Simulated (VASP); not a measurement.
```yaml
crystal:
  lattice:
    - [-1.64876, 1.64876, 1.64876]
    - [1.64876, -1.64876, 1.64876]
    - [1.64876, 1.64876, -1.64876]
  atoms:
    - { symbol: Ta, position: [0.00000, 0.00000, 0.00000] }
```

All values below come from optB86b-vdW, VASP's PBE PAW potentials (set 64) (plane waves; VASP). Settings: 520 eV cut-off, 15×15×15 Γ-centred mesh, first-order Methfessel-Paxton smearing of 0.10 eV, potentials Ta_pv.

Question: Give the energy at these volumes per atom, relative to the lowest: 16.89, 17.43, 17.97, 18.51, 19.05 Å³.

Answer: 42.6, 9.4, 0.0, 11.5, 40.4 meV/atom. A third-order Birch-Murnaghan fit gives B0 = 205 GPa and B0′ = 4.1.

Measured: bulk modulus 198 GPa at 0 K (computed value off by +3.7 %), as given by H. Levämäki et al., Physical Review B (2014), arXiv:1402.3671 [corrected for temperature and zero-point phonon effects]; a 3.299 Å at 0 K (computed value off by -0.1 %), as given by Daniel Mejia-Rodriguez et al., Physical Review B (2018), arXiv:1807.09216 [static lattice: zero-point anharmonic expansion removed].

The compound is Ta in the bcc structure. It was relaxed first.
